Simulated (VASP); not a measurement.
All values below come from RPBE GGA, VASP's PBE PAW potentials (set 64) (plane waves; VASP 6.6.1).

Input for VASP

### KPOINTS
```
Automatic mesh
0
G
  15 15 15
```

**INCAR**
```
SYSTEM = V
PREC = Accurate; ENCUT = 520; LREAL = .FALSE.
LASPH = .TRUE.
EDIFF = 1E-6; NELM = 100; ALGO = Normal
LMAXMIX = 4
ISMEAR = 1; SIGMA = 0.1
GGA = RP
IBRION = 2; NSW = 60; ISIF = 3
EDIFFG = -0.01
LWAVE = .FALSE.; LCHARG = .FALSE.
```

### POSCAR
```
V
1
   -1.5150000000     1.5150000000     1.5150000000
    1.5150000000    -1.5150000000     1.5150000000
    1.5150000000     1.5150000000    -1.5150000000
V
1
Direct
  0.0000000000   0.0000000000   0.0000000000
```

POTCAR, in this order: V_sv (PBE.64 set). Program: vasp_std.

Output

OSZICAR:
```
       N       E                     dE             d eps       ncg     rms          rms(c)
DAV:   1     0.875301018334E+02    0.87530E+02   -0.74067E+03  2408   0.142E+03
DAV:   2    -0.839798134392E+01   -0.95928E+02   -0.94224E+02  2476   0.370E+02
DAV:   3    -0.989078784956E+01   -0.14928E+01   -0.14383E+01  2508   0.544E+01
DAV:   4    -0.990203082542E+01   -0.11243E-01   -0.11241E-01  2468   0.476E+00
DAV:   5    -0.990214629290E+01   -0.11547E-03   -0.11547E-03  2500   0.504E-01    0.171E+01
DAV:   6    -0.852995850543E+01    0.13722E+01   -0.58338E+00  2410   0.360E+01    0.142E+00
DAV:   7    -0.851668870733E+01    0.13270E-01   -0.20222E-02  2414   0.240E+00    0.881E-01
DAV:   8    -0.851004443670E+01    0.66443E-02   -0.63404E-03  2424   0.132E+00    0.582E-02
DAV:   9    -0.851008715778E+01   -0.42721E-04   -0.64672E-05  2434   0.134E-01    0.310E-02
DAV:  10    -0.851009196017E+01   -0.48024E-05   -0.11725E-05  2414   0.437E-02    0.186E-03
DAV:  11    -0.851009289498E+01   -0.93481E-06   -0.90948E-08  1222   0.506E-03
   1 F= -.85100929E+01 E0= -.85102767E+01  d E =-.851009E+01
       N       E                     dE             d eps       ncg     rms          rms(c)
DAV:   1    -0.860930807313E+01   -0.99216E-01   -0.20087E+00  2400   0.248E+01    0.340E+00
DAV:   2    -0.851129920505E+01    0.98009E-01   -0.46153E-01  2406   0.996E+00    0.759E-01
DAV:   3    -0.851027253709E+01    0.10267E-02   -0.21894E-03  2400   0.774E-01    0.393E-01
DAV:   4    -0.850989280744E+01    0.37973E-03   -0.11023E-03  2404   0.488E-01    0.283E-02
DAV:   5    -0.850989203912E+01    0.76831E-06   -0.17718E-05  2438   0.619E-02    0.874E-03
DAV:   6    -0.850988882198E+01    0.32171E-05   -0.19239E-06  2080   0.203E-02    0.155E-03
DAV:   7    -0.850988917791E+01   -0.35593E-06   -0.25218E-08  1200   0.233E-03
   2 F= -.85098892E+01 E0= -.85102013E+01  d E =0.203717E-03
       N       E                     dE             d eps       ncg     rms          rms(c)
DAV:   1    -0.853827685197E+01   -0.28388E-01   -0.57403E-01  2400   0.134E+01    0.173E+00
DAV:   2    -0.851115056756E+01    0.27126E-01   -0.12799E-01  2404   0.514E+00    0.349E-01
DAV:   3    -0.851087665811E+01    0.27391E-03   -0.44343E-04  2400   0.336E-01    0.191E-01
DAV:   4    -0.851077749648E+01    0.99162E-04   -0.28389E-04  2404   0.247E-01    0.135E-02
DAV:   5    -0.851078074585E+01   -0.32494E-05   -0.42841E-06  2338   0.296E-02    0.484E-03
DAV:   6    -0.851078139478E+01   -0.64893E-06   -0.66764E-07  1200   0.116E-02
   3 F= -.85107814E+01 E0= -.85110268E+01  d E =-.688500E-03
```

File OUTCAR:
```
------------------------ aborting loop because EDIFF is reached ----------------------------------------
  FORCE on cell =-STRESS in cart. coord.  units (eV):
  Direction    XX          YY          ZZ          XY          YZ          ZX
  --------------------------------------------------------------------------------------
  Total       -0.0008247     -0.0008247     -0.0008247      0.0000000      0.0000000     -0.0000000
  in kB       -0.0959185     -0.0959185     -0.0959185      0.0000000      0.0000000     -0.0000000
  external PRESSURE =      -0.0959185 kB  Pullay stress =       0.0000000 kB
  volume of cell :       13.78
      direct lattice vectors                 reciprocal lattice vectors
    -1.510142755  1.510142755  1.510142755     0.000000000  0.331094526  0.331094526
     1.510142755 -1.510142755  1.510142755     0.331094526  0.000000000  0.331094526
     1.510142755  1.510142755 -1.510142755     0.331094526  0.331094526  0.000000000
 POSITION                                       TOTAL-FORCE (eV/Angst)
 -----------------------------------------------------------------------------------
     -0.00000      0.00000      0.00000        -0.000000     -0.000000     -0.000000
 -----------------------------------------------------------------------------------
    total drift:                                0.000000     -0.000000      0.000000
  FREE ENERGIE OF THE ION-ELECTRON SYSTEM (eV)
  ---------------------------------------------------
  free  energy   TOTEN  =        -8.5107813948 eV

  energy  without entropy=       -8.5115175106  energy(sigma->0) =       -8.51102677

 reached required accuracy - stopping structural energy minimisation
```
(Selected blocks of OUTCAR.)

**CONTCAR**
```
V
   1.00000000000000
    -1.5101427549449464    1.5101427549449464    1.5101427549449464
     1.5101427549449464   -1.5101427549449464    1.5101427549449464
     1.5101427549449464    1.5101427549449464   -1.5101427549449464
  V
     1
Direct
     0.0000000000000000    0.0000000000000000    0.0000000000000000
```

**OUTCAR**
```
 val. band max:        9.5424907043   @ k =   0.1333   0.0667   0.0000

 cond. band min:       9.5569588158   @ k =  -0.2667   0.2667   0.1333


 Fermi energy:         9.5438519594

 k-point     1 :       0.0000    0.0000    0.0000
  band No.  band energies     occupation
      1     -54.3397      2.00000
      2     -27.6065      2.00000
      3     -27.6065      2.00000
      4     -27.6065      2.00000
      5       2.9956      2.00000
      6       9.9591     -0.00000
      7       9.9591     -0.00000
      8       9.9591     -0.00000
      9      11.9166      0.00000
     10      11.9166      0.00000

 k-point     2 :       0.0667    0.0000    0.0000
  band No.  band energies     occupation
      1     -54.3321      2.00000
      2     -27.6440      2.00000
      3     -27.6180      2.00000
      4     -27.6068      2.00000
      5       3.1713      2.00000
      6       9.8852     -0.00002
      7       9.9427     -0.00000
      8      10.0827     -0.00000
      9      11.8325      0.00000
     10      11.9214      0.00000

 k-point     3 :       0.1333    0.0000    0.0000
  band No.  band energies     occupation
      1     -54.3104      2.00000
      2     -27.7491      2.00000
      3     -27.6504      2.00000
      4     -27.6075      2.00000
      5       3.6780      2.00000
      6       9.6817     -0.06504
      7       9.8616     -0.00007
      8      10.4427     -0.00000
      9      11.6610      0.00000
     10      11.9397      0.00000

 k-point     4 :       0.2000    0.0000    0.0000
  band No.  band energies     occupation
      1     -54.2785      2.00000
      2     -27.9019      2.00000
      3     -27.6979      2.00000
      4     -27.6085      2.00000
      5       4.4471      2.00000
      6       9.3956      2.05681
      7       9.6761     -0.06834
      8      11.0044     -0.00000
      9      11.5689      0.00000
     10      11.9789      0.00000

 k-point     5 :       0.2667    0.0000    0.0000
...
```

The compound is V in the bcc structure. This run relaxes it. Symmetry was kept, so distortions that lower it aren't found. The run is not spin-polarised, so no magnetic state was tried.
